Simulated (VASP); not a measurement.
## CeO₂ (relaxed from the CdI2 structure, space group P-3m1): computed properties

All values below come from r2SCAN meta-GGA, VASP's PBE PAW potentials (set 64) (plane waves; VASP 6.6.1).

For CeO$_{2}$, the space group comes out as P-3m1 (164) and the cell is a = 3.6014 Å, b = 3.6014 Å, c = 4.7114 Å, α = 90.00°, β = 90.00°, γ = 120.00°. The volume per atom is 17.64 Å³/atom and the band gap (over mesh and band path) comes out as 2.58 eV. The smallest direct gap (over mesh and band path) is 2.74 eV and the band-edge character comes out as indirect, A-L at 0.80 to A. The density is 5.40 g/cm³.

```cif
data_CeO2
_chemical_formula_sum 'Ce1 O2'
_space_group_name_H-M_alt 'P 1'
_space_group_IT_number 1
_cell_length_a 3.60141
_cell_length_b 3.60141
_cell_length_c 4.71138
_cell_angle_alpha 90.000
_cell_angle_beta 90.000
_cell_angle_gamma 120.000
loop_
_space_group_symop_operation_xyz
  'x, y, z'
loop_
_atom_site_label
_atom_site_type_symbol
_atom_site_fract_x
_atom_site_fract_y
_atom_site_fract_z
_atom_site_occupancy
Ce1 Ce 0.00000 0.00000 0.00000 1
O1 O 0.33333 0.66667 0.19118 1
O2 O 0.66667 0.33333 0.80882 1
```

The path is coarsely sampled, so an indirect gap can come out somewhat too large.

The structure was generated: CeO2 was put into the CdI2 type (P-3m1), which need not be its known phase. It was relaxed first, which changed the volume by +6 %. Symmetry was kept, so distortions that lower it aren't found.
